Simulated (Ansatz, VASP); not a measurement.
# SiC in two plane-wave programs, part 2 of 2

Wanted: the spread between two codes on one cell, functional and k mesh. The cell is taken from a series of runs on this material, whose earlier steps may have relaxed, scaled, displaced or heated it; both programs get it as it stands.

VASP 6.6.1 and Ansatz 0.2.0.

So far: The structure; VASP: dielectric response, PBE.

## 3. Ansatz: dielectric response, PBE

Level of this step: Ansatz beside VASP: Kohn-Sham DFT, plane waves, PBE (Ansatz).

Ansatz runs on its default PAW (the set named soft_2) files.

The same cell, functional and mesh now go to Ansatz, which takes its cutoff from its data sets.

input.yaml

```yaml
crystal:
  lattice:
    - [3.0756941497, 0.0, 0.0]
    - [-1.5378470748, 2.6636292679, 0.0]
    - [0.0, 0.0, 10.07064648]
  atoms:
    - { symbol: Si, position: [0.66666667, 0.33333333, 0.93784198] }
    - { symbol: Si, position: [0.33333333, 0.66666667, 0.43784198] }
    - { symbol: Si, position: [0.0, 0.0, 0.68789438] }
    - { symbol: Si, position: [0.0, 0.0, 0.18789438] }
    - { symbol: C, position: [0.66666667, 0.33333333, 0.74980259] }
    - { symbol: C, position: [0.33333333, 0.66666667, 0.24980259] }
    - { symbol: C, position: [0.0, 0.0, 0.50046005] }
    - { symbol: C, position: [0.0, 0.0, 0.00046005] }
kpoints:
  mp_grid: { grid: [9, 9, 2] }
hamiltonian:
  xc: pbe
scf:
  occupations: { method: fixed }
dielectric: {}
```

The run is started by

```sh
> ansatz run input.yaml --threads 3 --pin off --max-ram 92160MiB --backend cuda --events-out ev --progress --plain --runs-dir out --devices 1 --max-vram 13GiB
```

Numbers of over 12 decimals in the logs are rounded to 6 here.

The log of the run:

```text
GPUs: using 1 of 1 available (devices: 1).
Engine: ansatz 0.2.0, x86_64-unknown-linux-gnu
Pseudopotentials: kind: paw
Pseudopotential: Si, paw, valence charge 4, recommended cutoff 420 eV (normal), Si.paw.azcp
Pseudopotential: C, paw, valence charge 4, recommended cutoff 420 eV (normal), C.paw.azcp
Functional definition: PBE
  parameter kappa = 0.804
  parameter beta = 0.066725
  exchange = pbe_x(kappa = kappa, mu = beta*pi^2/3)
  correlation = pbe_c(beta = beta)
device memory: the entry about to start is reckoned to put 1.8 GiB on a device that reports 54.1 GiB free (of which the cap on the GPU budget leaves the run 13.0 GiB)
GPU FFT provider: cuFFT
GPU libraries: cuBLAS 13.8.2, cuFFT 12.4.0, cuSOLVER 12.3.4
Crystal: 8 atoms, lattice volume = 82.504 Å³
Basis set: ecut = 420 eV, 1605 PW (Γ), exchange–correlation on 48×48×144 points (8 copies of the dense FFT grid, shifted against one another)
Bands: 24, of which v1, the nominal top of the filled ones, is band 16 counted from 1 (15 counted from 0)
Symmetry: 12 space group operations
k-points: 50 of 162 (irreducible under 2 space group operations, time reversal used)
Non-local potential: Si, projectors of the file, l = 0: 2, l = 1: 2, l = 2: 2
Non-local potential: C, projectors of the file, l = 0: 2, l = 1: 2, l = 2: 1
PAW form: soft (Blöchl's): semilocal exchange-correlation on the pseudo side does not see the compensation charge
PAW one-centre angular grid: Si, 110 points (default); XC on 64 Gauss nodes
PAW one-centre angular grid: C, 110 points (default); XC on 64 Gauss nodes
Initial density: superposition of atomic densities (neutral atoms: chi_scale 0, normalization atom), corrected by the library's trained network
Initial wavefunctions: pseudopotential atomic-orbital guess
GPU buffer pool allocated for 41472 grid points (all kernels)
GPU transforms: local potential and band sums: pruned to the plane-wave sphere, on 24×24×72
Functional: x = pbe(κ = 0.804, μ = 0.219515), c = pbe(β = 0.066725)
SCF iter   1: F=—  HF=-3548.627537 eV  |F-HF|=—  |Δ(HF+E_count)|=         —  Δρ=2.60e-3  dr2=5.94e-3  ethr=1.77e-3  ⟨swp⟩=4.3  Hψ=5605  notcnv=0  defer=282
preconditioner: auto → none  [insulator: Δε(μ)=2.313 eV  Ē_g=11.968 eV  n_scr=6 (ndim 8)  ℏωp=23.1 eV  f_vac=0.000  ε∞_Penn≈4.7]
SCF iter   2: F=—  HF=-3548.627100 eV  |F-HF|=—  |Δ(HF+E_count)|=   4.37e-4  Δρ=9.64e-4  dr2=4.39e-4  ethr=1.86e-5  ⟨swp⟩=2.5  Hψ=2468  notcnv=0  defer=300
SCF iter   3: F=—  HF=-3548.627176 eV  |F-HF|=—  |Δ(HF+E_count)|=   7.55e-5  Δρ=4.29e-4  dr2=6.40e-5  ethr=1.37e-6  ⟨swp⟩=2.0  Hψ=1734  notcnv=0  defer=300
SCF iter   4: F=—  HF=-3548.627293 eV  |F-HF|=—  |Δ(HF+E_count)|=   1.17e-4  Δρ=1.62e-4  dr2=2.32e-5  ethr=2.00e-7  ⟨swp⟩=2.0  Hψ=1815  notcnv=0  defer=271
SCF iter   5: F=—  HF=-3548.627293 eV  |F-HF|=—  |Δ(HF+E_count)|=   3.80e-7  Δρ=3.08e-5  dr2=3.75e-7  ethr=7.25e-8  ⟨swp⟩=2.2  Hψ=1673  notcnv=0  defer=200
SCF iter   6: F=—  HF=-3548.627239 eV  |F-HF|=—  |Δ(HF+E_count)|=   5.39e-5  Δρ=7.57e-6  dr2=5.94e-8  ethr=1.17e-9  ⟨swp⟩=2.0  Hψ=1897  notcnv=0  defer=154
SCF iter   7: F=—  HF=-3548.627239 eV  |F-HF|=—  |Δ(HF+E_count)|=   3.41e-8  Δρ=2.50e-6  dr2=7.49e-9  ethr=1.86e-10  ⟨swp⟩=2.1  Hψ=1656  notcnv=0  defer=154
SCF iter   8: F=—  HF=-3548.627239 eV  |F-HF|=—  |Δ(HF+E_count)|=   2.76e-9  Δρ=8.71e-7  dr2=3.83e-10  ethr=2.34e-11  ⟨swp⟩=2.0  Hψ=1591  notcnv=0  defer=154
SCF iter   9: F=-3548.627239 eV  HF=-3548.627239 eV  |F-HF|=9.55e-12  |Δ(HF+E_count)|=  8.89e-10  Δρ=9.17e-8  dr2=4.82e-12  ethr=1.00e-12  ⟨swp⟩=9.4  Hψ=5067  notcnv=0
SCF 1 converged in 9 iterations: F = -3548.627239 eV  dr2 = 4.82e-12
  greatest PAW one-centre occupation: 0.646 electrons in one spin orbital (limit 2), on the C atom at site 5 (counted from 0), in its partial waves of l = 0
the response reads at least the filled bands of the reference SCF and the lowest empty band at each k-point, and that SCF's band table does not vouch for those bands. The notice of the band table in this run's record says why
device memory: the entry about to start is reckoned to put 0.4 GiB on a device that reports 54.0 GiB free (of which the cap on the GPU budget leaves the run 13.0 GiB)
NSCF: frozen V_eff on 1 k-points
device memory: the entry about to start is reckoned to put 0.4 GiB on a device that reports 54.0 GiB free (of which the cap on the GPU budget leaves the run 13.0 GiB)
NSCF: frozen V_eff on 1 k-points
device memory: the entry about to start is reckoned to put 0.4 GiB on a device that reports 54.0 GiB free (of which the cap on the GPU budget leaves the run 13.0 GiB)
NSCF: frozen V_eff on 1 k-points
device memory: the entry about to start is reckoned to put 0.4 GiB on a device that reports 54.0 GiB free (of which the cap on the GPU budget leaves the run 13.0 GiB)
NSCF: frozen V_eff on 1 k-points
device memory: the entry about to start is reckoned to put 0.1 GiB on a device that reports 54.0 GiB free (of which the cap on the GPU budget leaves the run 13.0 GiB)
device memory: the entry about to start is reckoned to put 1.4 GiB on a device that reports 54.0 GiB free (of which the cap on the GPU budget leaves the run 13.0 GiB)
DFPT response loops at Γ: preconditioner auto → Resta (q_TF=auto, 2.330 Å⁻¹)  ε∞=5.1 (no band partly filled); β = 1.00, the filter's whole step (`scf.mixing.beta` (0.50) is not read by the response loops at its default; to damp them type it under 1.00, their step now; it binds the ground state too); Broyden in place of MSR1
── the response to a field inside a basis, on 12×12×4 k-points: an SCF that follows is theirs, and a resumed run solves both again ──
device memory: the entry about to start is reckoned to put 0.3 GiB on a device that reports 56.8 GiB free (of which the cap on the GPU budget leaves the run 13.0 GiB)
GPU FFT provider: cuFFT
GPU libraries: cuBLAS 13.8.2, cuFFT 12.4.0, cuSOLVER 12.3.4
Bands: 17, of which v1, the nominal top of the filled ones, is band 16 counted from 1 (15 counted from 0)
k-points: 84 of 576 (irreducible under 4 space group operations, time reversal used)
Initial density: handed on by an earlier stage of this run
Initial wavefunctions: pseudopotential atomic-orbital guess (no wavefunctions were taken with the density)
GPU buffer pool allocated for 41472 grid points (all kernels)
GPU transforms: band sums: pruned to the plane-wave sphere, on 24×24×72
Eigensolver: Dense (84 Hₖ)
SCF iter   1: F=—  HF=-3548.615579 eV  |F-HF|=—  |Δ(HF+E_count)|=         —  Δρ=1.94e-4  dr2=7.15e-6  ethr=1.00e-1
preconditioner: auto → none  [insulator: Δε(μ)=2.375 eV  Ē_g=9.818 eV  n_scr=6 (ndim 8)  ℏωp=23.1 eV  f_vac=0.000  ε∞_Penn≈6.5]
SCF iter   2: F=—  HF=-3548.615584 eV  |F-HF|=—  |Δ(HF+E_count)|=   4.97e-6  Δρ=9.42e-5  dr2=1.65e-6  ethr=2.23e-8
SCF iter   3: F=—  HF=-3548.615586 eV  |F-HF|=—  |Δ(HF+E_count)|=   2.09e-6  Δρ=1.98e-5  dr2=5.09e-7  ethr=5.14e-9
SCF iter   4: F=-3548.615586 eV  HF=-3548.615586 eV  |F-HF|=4.99e-9  |Δ(HF+E_count)|=   1.25e-7  Δρ=3.98e-6  dr2=1.38e-8  ethr=1.59e-9
SCF 1 converged in 4 iterations: F = -3548.615586 eV  dr2 = 1.38e-8
device memory: the entry about to start is reckoned to put 0.1 GiB (of the 0.2 GiB reckoned in all, the device holds 0.1 GiB already) on a device that reports 61.0 GiB free (of which the cap on the GPU budget leaves the run 12.9 GiB)
device memory: the entry about to start is reckoned to put 2.2 GiB on a device that reports 63.4 GiB free (of which the cap on the GPU budget leaves the run 12.9 GiB)
DFPT response loops at Γ: preconditioner auto → Resta (q_TF=auto, 2.330 Å⁻¹)  ε∞=5.0 (no band partly filled); β = 1.00, the filter's whole step (`scf.mixing.beta` (0.50) is not read by the response loops at its default; to damp them type it under 1.00, their step now; it binds the ground state too); Broyden in place of MSR1
SCF converged after 9 iterations
Free energy (F): -3548.627239 eV
Harris-Foulkes:  -3548.627239 eV  (|F-HF|=9.55e-12)
Internal energy: -3548.627239 eV  (E = F + TS)
E sigma→0 (E₀):  -3548.627239 eV
Fermi energy:    9.587907 eV
--- Per-component energies (eV) ---
  E_band       = 115.786382
  E_kinetic    = 543.620004
  E_local      = -418.480486  (includes V_loc(G=0)·N_el)
  E_nonlocal   = 207.505034
  E_hartree    = 128.946447
  E_xc         = -422.294643
  E_vxc        = -437.851114  (∫ρ·V_xc dr)
  E_paw        = -2448.402341  (= ΣΔE_a)
  E_vpaw       = -36.900003  (= ΣTr[D̂ρ^β])
  E_aug_tail   = 0.000057  (compensation charges beyond the density's cutoff)
  E_ewald      = -1139.521310
  E_smearing   = -0.000000  (= −TS)
  E_closure    = -0.000000  (closes the sum)
  Σ components = -3548.627239   (vs F -3548.627239, Δ=0.00e0)
--- Band table (eV; the first three rows and the last of 50) ---
  k-point 0: bands = [... 12 lower, 9.0044, 9.5355, 9.5879, 9.5879, 14.6983, 15.2771, 15.8902, 15.9222, ... 4 higher]
  k-point 1: bands = [... 12 lower, 9.3816, 9.3816, 9.3816, 9.3816, 14.9068, 14.9068, 16.3647, 16.3648, ... 4 higher]
  k-point 2: bands = [... 12 lower, 8.7119, 8.8201, 9.3912, 9.4893, 14.9726, 15.6106, 15.6528, 16.2367, ... 4 higher]
  k-point 49: bands = [... 12 lower, 6.3824, 6.3824, 8.1936, 8.1936, 13.8960, 13.8960, 15.1133, 15.1133, ... 4 higher]
--- Dielectric response (ions clamped): 3 representative field directions + reference, inside a basis on a mesh of 576 k-points (Σ response iterations 12) ---
  ε∞ (high-frequency dielectric tensor):
        6.976797     0.000000     0.000000
        0.000000     6.976797    -0.000000
        0.000000    -0.000000     7.278330
  Born effective charges Z* (e; rows j = field, columns β = displacement):
    site 0:
         2.69129    0.00000    0.00000
         0.00000    2.69129   -0.00000
         0.00000   -0.00000    2.65032
    site 1:
         2.69129    0.00000    0.00000
         0.00000    2.69129   -0.00000
         0.00000   -0.00000    2.65032
    site 2:
         2.69874    0.00000    0.00000
         0.00000    2.69874   -0.00000
         0.00000   -0.00000    2.93242
    site 3:
         2.69874    0.00000    0.00000
         0.00000    2.69874   -0.00000
         0.00000   -0.00000    2.93242
    site 4:
        -2.71693   -0.00000   -0.00000
        -0.00000   -2.71693    0.00000
        -0.00000    0.00000   -2.75482
    site 5:
        -2.71693   -0.00000   -0.00000
        -0.00000   -2.71693    0.00000
        -0.00000    0.00000   -2.75482
    site 6:
        -2.67310   -0.00000   -0.00000
        -0.00000   -2.67310    0.00000
        -0.00000    0.00000   -2.82792
    site 7:
        -2.67310   -0.00000   -0.00000
        -0.00000   -2.67310    0.00000
        -0.00000    0.00000   -2.82792
  Z* charge neutrality: 3.164e-3 e pre-enforcement
  solved inside a basis spanned on kpoints, on 12×12×4 k-points, its susceptibility summed on 14×14×4: ε∞ is read to err by 2.5e-2, Z* by 1.2e-2 e (field_mesh: kpoints solves on kpoints); Z* is corrected for what the basis lacks
```

The column dr2 measures how far the density is from self-consistency, as an energy; F and HF (Harris–Foulkes) agree once it is small.

## 4. Comparison

Known differences besides the potentials themselves: fixed occupations in Ansatz, narrow Gaussian smearing in VASP; VASP's response is taken on the typed mesh, Ansatz refines its own for the field response alone; the cutoff is 420 eV in Ansatz and 520 eV in VASP. Total energies have different zeros and are not compared.

Compared:

```tsv
quantity	Ansatz	VASP	difference
ε∞ xx	6.98	7.03	-0.79 %
ε∞ yy	6.98	7.03	-0.79 %
ε∞ zz	7.28	7.32	-0.54 %
Born charge of Si1 (mean of the diagonal) (e)	2.68	2.66	+0.02
Born charge of C5 (mean of the diagonal) (e)	-2.73	-2.71	-0.02
```

## 5. Results

| Item | Value |
| --- | --- |
| difference in ε∞ xx (dielectric response, PBE) | -0.79 % |

The difference in ε∞ xx is -0.79 % (dielectric response, PBE), within the 5 % picked in this series as the mark of a large difference. Such differences can come from data sets, numerical settings and the points named under the comparisons, not from the functional's error against experiment.

[Lines on the potential files, build, host, timing and source positions are cut from VASP's logs without a mark.]

[Logs are printed without paths, hosts, clocks, repeated set-up lines and the standing remarks that a program may print on its own settings, such as how far it seeks lower states.]

[Hosts, paths, dates, database ids (printed as entryN), source tags and the programs' standing remarks are cut or masked in the printed files.]
